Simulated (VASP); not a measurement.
TiAl (L1_0): the bulk modulus from VASP (plane waves, PAW) at several levels of theory. Static lattice, third-order Birch-Murnaghan fit over five volumes.

```csv
level,bulk modulus (GPa)
LDA,127
PBE,114
PBEsol,120
PBE-D4,119
SCAN,120
r2SCAN,122
r2SCAN+rVV10,123
```

The cell of the LDA run:

```
AlTi
1.0
    2.76814     0.00000     0.00000
    0.00000     2.76814     0.00000
    0.00000     0.00000     3.99915
Ti Al
1 1
Cartesian
  0.00000   0.00000   0.00000
  1.38407   1.38407   1.99957
```

Only levels that ran to the end are used. Left out are those held back, those with too coarse a band path, GW runs whose mesh misses a band edge, hybrids' fits of cells that aren't cubic and levels without matching references; a question may draw on a part of the rest.

The compound is TiAl in the L1_0 structure.
